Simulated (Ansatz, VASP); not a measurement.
**BaTlI3 in two plane-wave programs**

Wanted: the spread between two codes on one cell, functional and k mesh. The cell is generated by rule, not measured, and may not be a known phase. The cell is taken from a series of runs on this material, whose earlier steps may have relaxed, scaled, displaced or heated it; both programs get it as it stands.

Main program and level: Ansatz 0.2.0; plane waves, with VASP 6.6.1 beside it; dielectric response at PBEsol.

The structure was built from a prototype and need not be the compound's stable phase.

### Step 1. Set-up

It takes space group Pm-3m (No. 221, cubic). The conventional cell has a = 6.572 Å, b = 6.572 Å, c = 6.572 Å, α = 90.00°, β = 90.00°, γ = 90.00°. Tl has 12 I at 4.65 Å nearest. Ba has 6 I at 3.29 Å nearest. I has 2 Ba at 3.29 Å nearest. It derives from Ba1I3Tl1. Farther neighbours and most contacts between anions are not listed.

Structure file:

```
Tl Ba I
1.0
     6.57174    0.00000    0.00000
     0.00000    6.57174    0.00000
     0.00000    0.00000    6.57174
Tl Ba I
1 1 3
Direct
  0.00000 0.00000 0.00000
  0.50000 0.50000 0.50000
  0.50000 0.50000 0.00000
  0.50000 0.00000 0.50000
  0.00000 0.50000 0.50000
```

### Step 2. VASP: dielectric response, PBEsol

The response to a field tests empty states and converges slowly with the mesh.

Lines of VASP's logs that name or quote its potential files are left out, and so is its time.

INCAR

```
SYSTEM = BaTlI3
PREC = Accurate
ENCUT = 400
EDIFF = 1E-08
NELM = 120
ISMEAR = 0
SIGMA = 0.01
LREAL = .FALSE.
ALGO = Normal
GGA = PS
NBANDS = 28
LORBIT = 11
LWAVE = .FALSE.
LCHARG = .FALSE.
ISIF = 2
LEPSILON = .TRUE.
LASPH = .TRUE.
GGA_COMPAT = .FALSE.
EFERMI = MIDGAP
KPAR = 2
```

POSCAR

```
BaTlI3
1.0
    6.5717449587      0.0000000000      0.0000000000
    0.0000000000      6.5717449587      0.0000000000
    0.0000000000      0.0000000000      6.5717449587
Tl Ba I
1 1 3
Direct
    0.0000000000      0.0000000000      0.0000000000
    0.5000000000      0.5000000000      0.5000000000
    0.5000000000      0.5000000000      0.0000000000
    0.5000000000      0.0000000000      0.5000000000
    0.0000000000      0.5000000000      0.5000000000
```

KPOINTS

```
Automatic mesh
0
Gamma
4 4 4
0 0 0
```

The projector-augmented-wave data sets are Tl_d, Ba_sv and I (PBE family, release 64).

Command:

```console
$ mpirun -np 2 vasp_std
```

Numbers of over 12 decimals in the logs are rounded to 6 here.

The program printed:

```text
[banner, memory and clock lines left out]
running    2 mpi-ranks, on    1 nodes
 distrk:  each k-point on    1 cores,    2 groups
 distr:  one band on    1 cores,    1 groups

 POSCAR found type information on POSCAR TlBaI
 POSCAR found :  3 types and       5 ions
|                                                                             |
|               ----> ADVICE to this user running VASP <----                  |
|                                                                             |
|     You enforced a specific xc type in the INCAR file but a different       |
|     [... a line on the potential file left out ...]
|     I HOPE YOU KNOW WHAT YOU ARE DOING!                                     |
|                                                                             |

 LDA part: xc-table for (Slater+PW92), standard interpolation
 POSCAR, INCAR and KPOINTS ok, starting setup
 FFT: planning ... GRIDC
 FFT: planning ... GRID_SOFT
 FFT: planning ... GRID
 WAVECAR not read
 entering main loop
       N       E                     dE             d eps       ncg     rms          rms(c)
DAV:   1     0.272241840447E+03    0.27224E+03   -0.15246E+04   560   0.102E+03
DAV:   2     0.560143158867E+01   -0.26664E+03   -0.26180E+03   864   0.219E+02
DAV:   3    -0.157246681902E+02   -0.21326E+02   -0.21267E+02   652   0.634E+01
DAV:   4    -0.163202384043E+02   -0.59557E+00   -0.59512E+00   836   0.105E+01
DAV:   5    -0.163323241956E+02   -0.12086E-01   -0.12084E-01   780   0.127E+00    0.475E+00
DAV:   6    -0.156317589539E+02    0.70057E+00   -0.58423E-01   656   0.269E+00    0.308E+00
DAV:   7    -0.151981177809E+02    0.43364E+00   -0.11324E+00   592   0.331E+00    0.985E-01
DAV:   8    -0.151784838460E+02    0.19634E-01   -0.11440E-01   624   0.153E+00    0.275E-01
DAV:   9    -0.151770338283E+02    0.14500E-02   -0.15366E-02   676   0.489E-01    0.234E-01
DAV:  10    -0.151779724030E+02   -0.93857E-03   -0.15185E-03   624   0.159E-01    0.104E-01
DAV:  11    -0.151784843864E+02   -0.51198E-03   -0.81974E-04   600   0.133E-01    0.210E-02
DAV:  12    -0.151785152387E+02   -0.30852E-04   -0.47123E-05   736   0.266E-02    0.111E-02
DAV:  13    -0.151785234629E+02   -0.82243E-05   -0.76591E-06   628   0.127E-02    0.279E-03
DAV:  14    -0.151785253277E+02   -0.18647E-05   -0.20341E-06   620   0.599E-03    0.155E-03
DAV:  15    -0.151785254610E+02   -0.13333E-06   -0.21340E-07   624   0.211E-03    0.479E-04
DAV:  16    -0.151785255060E+02   -0.44964E-07   -0.51033E-08   532   0.875E-04    0.394E-04
DAV:  17    -0.151785255279E+02   -0.21959E-07   -0.71410E-09   484   0.453E-04    0.837E-05
DAV:  18    -0.151785255305E+02   -0.26216E-08   -0.13520E-09   348   0.158E-04
   1 F= -.15178526E+02 E0= -.15178526E+02  d E =0.000000E+00
 Linear response reoptimize wavefunctions to high precision
DAV:   1    -0.151785255292E+02    0.13215E-08   -0.28727E-10   348   0.790E-05
DAV:   2    -0.151785255290E+02    0.16416E-09   -0.43296E-11   340   0.322E-05
DAV:   3    -0.151785255291E+02   -0.76398E-10   -0.30622E-11   340   0.189E-05
 Linear response G [H, r] |phi>, progress :
  Direction:   1
       N       E                     dE             d eps       ncg     rms
RMM:   1    -0.176931422346E+03   -0.17693E+03    0.71726E+02  1025   0.971E+01
RMM:   2    -0.179000257507E+03   -0.20688E+01   -0.22285E+01   955   0.175E+01
RMM:   3    -0.179506343669E+03   -0.50609E+00   -0.26494E+00  1105   0.433E+00
RMM:   4    -0.179556612969E+03   -0.50269E-01   -0.19137E-01  1147   0.104E+00
RMM:   5    -0.179560616823E+03   -0.40039E-02   -0.30682E-02  1174   0.322E-01
RMM:   6    -0.179561276574E+03   -0.65975E-03   -0.11388E-02  1212   0.990E-02
RMM:   7    -0.179561282008E+03   -0.54346E-05    0.21790E-02  1251   0.410E-02
RMM:   8    -0.179561414511E+03   -0.13250E-03   -0.86351E-03  1256   0.175E-02
RMM:   9    -0.179561444377E+03   -0.29866E-04   -0.65523E-04  1261   0.105E-02
RMM:  10    -0.179561435417E+03    0.89599E-05   -0.91088E-04  1205   0.741E-03
RMM:  11    -0.179561460169E+03   -0.24752E-04    0.31917E-05  1171   0.636E-03
RMM:  12    -0.179561443970E+03    0.16199E-04   -0.43435E-04  1145   0.583E-03
RMM:  13    -0.179561466454E+03   -0.22485E-04   -0.19492E-04  1121   0.554E-03
RMM:  14    -0.179561426107E+03    0.40348E-04   -0.25890E-04  1112   0.541E-03
RMM:  15    -0.179561470870E+03   -0.44764E-04   -0.35134E-04  1117   0.533E-03
 Linear response G [H, r] |phi>, progress :
  Direction:   2
       N       E                     dE             d eps       ncg     rms
RMM:   1    -0.189980648770E+03   -0.18998E+03    0.58960E+02  1066   0.973E+01
RMM:   2    -0.191299755191E+03   -0.13191E+01   -0.28479E+01   988   0.181E+01
RMM:   3    -0.192005638947E+03   -0.70588E+00   -0.31734E+00  1146   0.452E+00
RMM:   4    -0.192099792048E+03   -0.94153E-01   -0.25174E-01  1163   0.112E+00
[...]
RMM:   9    -0.208144089669E+03   -0.27613E-04   -0.69713E-03  1275   0.135E-02
RMM:  10    -0.208144037823E+03    0.51846E-04    0.50245E-04  1258   0.108E-02
RMM:  11    -0.208144003980E+03    0.33843E-04   -0.16624E-03  1202   0.101E-02
RMM:  12    -0.208144007300E+03   -0.33206E-05    0.11869E-03  1151   0.978E-03
RMM:  13    -0.208144032181E+03   -0.24881E-04    0.98005E-04  1137   0.966E-03
RMM:  14    -0.208143999774E+03    0.32407E-04    0.26539E-04  1112   0.957E-03
[...]
Linear response to external field (no local field effect), progress :
  Direction:   3
       N       E                     dE             d eps       ncg     rms          rms(c)
RMM:   1    -0.284414054142E+01   -0.28441E+01   -0.92470E+00  1050   0.509E+00
RMM:   2    -0.296035050380E+01   -0.11621E+00   -0.24704E-01  1054   0.117E+00
RMM:   3    -0.296888414325E+01   -0.85336E-02   -0.20827E-02  1084   0.273E-01
RMM:   4    -0.296978107541E+01   -0.89693E-03   -0.25069E-03  1116   0.759E-02
RMM:   5    -0.296988550551E+01   -0.10443E-03   -0.35800E-04  1165   0.248E-02
RMM:   6    -0.296990278066E+01   -0.17275E-04   -0.31898E-04  1137   0.895E-03
RMM:   7    -0.296990441807E+01   -0.16374E-05   -0.35348E-04  1054   0.380E-03
RMM:   8    -0.296990475591E+01   -0.33785E-06    0.16877E-06   960   0.186E-03
RMM:   9    -0.296990479227E+01   -0.36354E-07   -0.99373E-06   887   0.126E-03
RMM:  10    -0.296990480996E+01   -0.17696E-07   -0.93288E-06   756   0.106E-03
RMM:  11    -0.296990480160E+01    0.83642E-08   -0.60781E-07   719   0.100E-03
RMM:  12    -0.296990479092E+01    0.10675E-07   -0.15759E-06   677   0.978E-04
RMM:  13    -0.296990479056E+01    0.36501E-09   -0.18243E-06   628   0.970E-04
 change of polarisation eV/A/(eV/A) component  3 :    -0.027    -0.124     5.940
 dielectric tensor                  component  3 :    -0.017    -0.079     4.787
 Linear response to external field, progress :
  Direction:   1
       N       E                     dE             d eps       ncg     rms          rms(c)
RMM:   1    -0.231934921954E+01   -0.23193E+01   -0.70864E+00  1899   0.469E+00
RMM:   2    -0.241029124254E+01   -0.90942E-01   -0.18267E-01  1829   0.107E+00    0.308E+00
RMM:   3    -0.217567290549E+01    0.23462E+00   -0.36485E-01  1525   0.222E+00    0.143E+00
RMM:   4    -0.223737021663E+01   -0.61697E-01   -0.38327E-01  1611   0.204E+00    0.390E-01
RMM:   5    -0.231120307468E+01   -0.73833E-01   -0.27262E-02  1775   0.549E-01    0.125E-01
RMM:   6    -0.233156554554E+01   -0.20362E-01   -0.31641E-03  1850   0.178E-01    0.589E-02
RMM:   7    -0.233842822912E+01   -0.68627E-02    0.19576E-04  1837   0.604E-02    0.304E-02
RMM:   8    -0.234179066257E+01   -0.33624E-02   -0.26483E-04  1611   0.369E-02    0.602E-03
RMM:   9    -0.234149897248E+01    0.29169E-03   -0.20534E-05  1890   0.115E-02    0.271E-03
RMM:  10    -0.234203050176E+01   -0.53153E-03   -0.36967E-05  1648   0.762E-03    0.151E-03
RMM:  11    -0.234196138964E+01    0.69112E-04   -0.14993E-05  1943   0.274E-03    0.365E-04
RMM:  12    -0.234192072548E+01    0.40664E-04   -0.52675E-06  1950   0.117E-03    0.348E-04
RMM:  13    -0.234192689743E+01   -0.61719E-05   -0.49856E-06  1865   0.710E-04    0.816E-05
RMM:  14    -0.234192481061E+01    0.20868E-05   -0.57782E-06  1654   0.593E-04    0.267E-05
RMM:  15    -0.234192662341E+01   -0.18128E-05   -0.45911E-06  1237   0.541E-04    0.927E-06
 change of polarisation eV/A/(eV/A) component  1 :     4.196     0.004    -0.091
 dielectric tensor                  component  1 :     3.675     0.002    -0.058
 Linear response to external field, progress :
  Direction:   2
       N       E                     dE             d eps       ncg     rms          rms(c)
RMM:   1    -0.231936942825E+01   -0.23194E+01   -0.70866E+00  1900   0.469E+00
RMM:   2    -0.241029326090E+01   -0.90924E-01   -0.18266E-01  1827   0.107E+00    0.308E+00
RMM:   3    -0.217567590370E+01    0.23462E+00   -0.36485E-01  1522   0.222E+00    0.143E+00
RMM:   4    -0.223736785229E+01   -0.61692E-01   -0.38320E-01  1613   0.204E+00    0.390E-01
RMM:   5    -0.231123270182E+01   -0.73865E-01   -0.27296E-02  1777   0.549E-01    0.125E-01
RMM:   6    -0.233154497648E+01   -0.20312E-01   -0.31091E-03  1849   0.178E-01    0.583E-02
RMM:   7    -0.233850121658E+01   -0.69562E-02   -0.46258E-04  1830   0.608E-02    0.298E-02
RMM:   8    -0.234178784908E+01   -0.32866E-02   -0.14259E-04  1605   0.363E-02    0.605E-03
RMM:   9    -0.234150334910E+01    0.28450E-03   -0.65675E-05  1879   0.115E-02    0.265E-03
RMM:  10    -0.234203524309E+01   -0.53189E-03    0.11299E-05  1638   0.757E-03    0.158E-03
RMM:  11    -0.234195967483E+01    0.75568E-04   -0.17661E-05  1937   0.273E-03    0.381E-04
RMM:  12    -0.234192054350E+01    0.39131E-04   -0.21994E-06  1964   0.114E-03    0.376E-04
RMM:  13    -0.234192656308E+01   -0.60196E-05   -0.25770E-06  1882   0.713E-04    0.648E-05
RMM:  14    -0.234192431995E+01    0.22431E-05   -0.71864E-06  1626   0.584E-04    0.284E-05
RMM:  15    -0.234192624205E+01   -0.19221E-05   -0.61345E-06  1252   0.544E-04    0.780E-06
 change of polarisation eV/A/(eV/A) component  2 :     0.004     4.196    -0.091
 dielectric tensor                  component  2 :     0.002     3.675    -0.058
 Linear response to external field, progress :
  Direction:   3
       N       E                     dE             d eps       ncg     rms          rms(c)
RMM:   1    -0.231647740528E+01   -0.23165E+01   -0.70577E+00  1887   0.469E+00
RMM:   2    -0.241028700232E+01   -0.93810E-01   -0.18148E-01  1817   0.107E+00    0.307E+00
RMM:   3    -0.217560453876E+01    0.23468E+00   -0.36386E-01  1516   0.221E+00    0.143E+00
RMM:   4    -0.223729496322E+01   -0.61690E-01   -0.38001E-01  1604   0.204E+00    0.390E-01
RMM:   5    -0.231166563529E+01   -0.74371E-01   -0.26656E-02  1763   0.546E-01    0.122E-01
RMM:   6    -0.233176074815E+01   -0.20095E-01   -0.30352E-03  1838   0.175E-01    0.593E-02
RMM:   7    -0.233835161983E+01   -0.65909E-02   -0.47325E-04  1824   0.588E-02    0.310E-02
RMM:   8    -0.234186056303E+01   -0.35089E-02   -0.61766E-05  1601   0.377E-02    0.596E-03
RMM:   9    -0.234150312100E+01    0.35744E-03   -0.93739E-05  1881   0.110E-02    0.283E-03
RMM:  10    -0.234202669577E+01   -0.52357E-03   -0.59922E-05  1627   0.755E-03    0.151E-03
RMM:  11    -0.234196494226E+01    0.61754E-04   -0.11165E-05  1919   0.270E-03    0.454E-04
RMM:  12    -0.234191828667E+01    0.46656E-04   -0.50795E-06  1948   0.121E-03    0.331E-04
RMM:  13    -0.234192469006E+01   -0.64034E-05   -0.37675E-06  1856   0.708E-04    0.992E-05
RMM:  14    -0.234192329921E+01    0.13908E-05   -0.51007E-06  1677   0.594E-04    0.261E-05
RMM:  15    -0.234192548675E+01   -0.21875E-05   -0.35226E-06  1256   0.541E-04    0.826E-06
 change of polarisation eV/A/(eV/A) component  3 :    -0.027    -0.060     4.196
 dielectric tensor                  component  3 :    -0.017    -0.039     3.675
 Born effective charges drift removed
```

From OUTCAR (step 2):

```text
ion  position               nearest neighbor table
   1  0.000  0.000  0.000-
   2  0.500  0.500  0.500-   3 3.29   4 3.29   5 3.29   3 3.29   4 3.29   5 3.29
   3  0.500  0.500  0.000-   2 3.29   2 3.29
   4  0.500  0.000  0.500-   2 3.29   2 3.29
   5  0.000  0.500  0.500-   2 3.29   2 3.29

  LATTYP: Found a simple cubic cell.
 ALAT       =     6.5717449587

 Subroutine GETGRP returns: Found 48 space group operations
 (whereof 48 operations were pure point group operations)

The static configuration has the point symmetry O_h .

 Found     10 irreducible k-points:

   k-points           NKPTS =     10   k-points in BZ     NKDIM =     10   number of bands    NBANDS=     28

   dimension x,y,z NGX =    48 NGY =   48 NGZ =   48
   dimension x,y,z NGXF=    96 NGYF=   96 NGZF=   96

   ENCUT  =  400.0 eV  29.40 Ry    5.42 a.u.  10.72 10.72 10.72*2*pi/ulx,y,z

   NELECT =      44.0000    total number of electrons

 k-points in reciprocal lattice and weights: Automatic mesh
   0.00000000  0.00000000  0.00000000       0.016
   0.25000000  0.00000000  0.00000000       0.094
   0.50000000  0.00000000  0.00000000       0.047
   0.25000000  0.25000000  0.00000000       0.188
   0.50000000  0.25000000  0.00000000       0.188
   0.50000000  0.50000000  0.00000000       0.047
   0.25000000  0.25000000  0.25000000       0.125
   0.50000000  0.25000000  0.25000000       0.188
   0.50000000  0.50000000  0.25000000       0.094
   0.50000000  0.50000000  0.50000000       0.016

 average (electrostatic) potential at core
       1 -89.3812       2 -38.0568       3 -93.9448       4 -93.9448       5 -93.9448

  Total        0.2767079      0.2767079      0.2767079      0.0000000      0.0000000      0.0000000
  in kB        1.5620324      1.5620324      1.5620324      0.0000000      0.0000000      0.0000000
  external PRESSURE =       1.5620324 kB  Pullay stress =       0.0000000 kB

  energy-cutoff  :      400.00
  volume of cell :      283.82
      direct lattice vectors                 reciprocal lattice vectors
     6.571744959  0.000000000  0.000000000     0.152166587  0.000000000  0.000000000
     0.000000000  6.571744959  0.000000000     0.000000000  0.152166587  0.000000000
     0.000000000  0.000000000  6.571744959     0.000000000  0.000000000  0.152166587

 POSITION                                       TOTAL-FORCE (eV/Angst)
 -----------------------------------------------------------------------------------
      0.00000      0.00000      0.00000         0.000000      0.000000      0.000000
      3.28587      3.28587      3.28587         0.000000      0.000000      0.000000
      3.28587      3.28587      0.00000         0.000000      0.000000      0.000000
      3.28587      0.00000      3.28587         0.000000      0.000000      0.000000
      0.00000      3.28587      3.28587         0.000000      0.000000      0.000000
 -----------------------------------------------------------------------------------
    total drift:                               -0.000000     -0.000000     -0.000000

 MACROSCOPIC STATIC DIELECTRIC TENSOR (including local field effects in DFT)
 ------------------------------------------------------
           3.675028    -0.000000     0.000000
          -0.000000     3.675028    -0.000000
           0.000000    -0.000000     3.675028
 ------------------------------------------------------

 PIEZOELECTRIC TENSOR (including local field effects)  for field in x, y, z        (C/m^2)
          XX          YY          ZZ          XY          YZ          ZX
  --------------------------------------------------------------------------------
  x     0.00000     0.00000     0.00000     0.00000     0.00000     0.00000
  y     0.00000     0.00000     0.00000     0.00000     0.00000     0.00000
  z     0.00000     0.00000     0.00000     0.00000     0.00000     0.00000

 BORN EFFECTIVE CHARGES (including local field effects) (in |e|, cummulative output)
 ---------------------------------------------------------------------------------
 ion    1
    1     1.78259     0.00000     0.00000
    2     0.00000     1.78259     0.00000
    3     0.00000     0.00000     1.78259
 ion    2
    1     2.60801    -0.00000    -0.00000
    2     0.00000     2.60801    -0.00000
    3     0.00000     0.00000     2.60801
 ion    3
    1    -1.04754     0.00000     0.00000
    2     0.00000    -1.04754     0.00000
    3    -0.00000     0.00000    -2.29554
 ion    4
    1    -1.04754     0.00000    -0.00000
    2     0.00000    -2.29554     0.00000
    3     0.00000    -0.00000    -1.04754
 ion    5
    1    -2.29554     0.00000     0.00000
    2     0.00000    -1.04754     0.00000
    3     0.00000     0.00000    -1.04754
```

Harder data sets than Ba_sv exist (the GW ones), and pressures, volumes and forces can shift noticeably with them. The PAW data sets were made with PBE, which is usual practice but a small mismatch for other functionals.

(Part 1 of 2 ends here.)

[Lines on the potential files, build, host, timing and source positions are cut from VASP's logs without a mark.]

[Logs are printed without paths, hosts, clocks, repeated set-up lines and the standing remarks that a program may print on its own settings, such as how far it seeks lower states.]

[Hosts, paths, dates, database ids (printed as entryN), source tags and the programs' standing remarks are cut or masked in the printed files.]
